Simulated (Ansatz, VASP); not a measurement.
## Two plane-wave programs on AgAs

INCAR

```
PREC     = Accurate       # precision mode
ENCUT    = 520            # plane-wave cutoff, eV
EDIFF    = 1E-7           # SCF threshold, eV
ISMEAR   = -1             # smearing method
SIGMA    = 0.05           # smearing width, eV
LREAL    = False          # projectors in reciprocal space
LASPH    = True           # aspherical terms in the spheres
NELM     = 60             # most SCF steps
ALGO     = Normal         # electronic algorithm
ISIF     = 2              # what is computed and relaxed
LWAVE    = False          # write WAVECAR
LCHARG   = False          # write CHGCAR
GGA      = PE             # functional
NBANDS   = 24             # bands
```

KPOINTS

```
regular mesh
0
Gamma
  6 9 5
```

File POSCAR:

```
AgAs
1.0
    5.0244384733      0.0000000000      0.0000000000
    0.0000000000      2.9803974456      0.0000000000
    0.0000000000      0.0000000000      5.2069562831
Ag As
2 2
Direct
    0.7500000000      0.0000000000      0.1647710000
    0.2500000000      0.0000000000      0.8352290000
    0.2500000000      0.5000000000      0.3343550000
    0.7500000000      0.5000000000      0.6656450000
```

File input.yaml:

```yaml
crystal:
  lattice:
    - [5.0244384733, 0.0, 0.0]
    - [0.0, 2.9803974456, 0.0]
    - [0.0, 0.0, 5.2069562831]
  atoms:
    - { symbol: Ag, position: [0.75, 0.0, 0.164771] }
    - { symbol: Ag, position: [0.25, 0.0, 0.835229] }
    - { symbol: As, position: [0.25, 0.5, 0.334355] }
    - { symbol: As, position: [0.75, 0.5, 0.665645] }
hamiltonian:
  xc: pbe
  pseudopotentials: { kind: paw }
kpoints:
  mp_grid: { grid: [6, 9, 5] }
scf:
  occupations: { method: fermi_dirac, width: 0.05 }
output:
  forces: true
  stress: true
  eigenvalues: true
```

Change from the starting cell: volume scaled by 1.02.

Alike in both runs: task single point; functional PBE; k mesh 6 × 9 × 5; occupations fermi-dirac, width 0.05 eV; no spin polarisation.

```csv
,VASP,Ansatz
version,VASP 6.6.1,Ansatz 0.2.0
potentials or method,"VASP PAW PBE potentials, release 64 (Ag, As)",Ansatz PAW
plane-wave cutoff (eV),520,420
valence electrons in the cell,32,68
```

|  | VASP | Ansatz | Ansatz less VASP |
| --- | --- | --- | --- |
| gap on the k mesh at the Fermi level (eV) | none | none | - |
| pressure (GPa) | -2.4 | -2.4 | +0.01 |
| largest component of the traceless stress (GPa) | 0.55 | 0.54 | -0.007 |
| rms of the force components (eV/Å) | 0.048 | 0.047 | -0.0007 |

Atom by atom the forces differ by 0.001 eV/Å (rms over components). A gap of «none» marks a metal or a gap that the smearing closes. The two sets of potentials don't hold the same shells in valence.
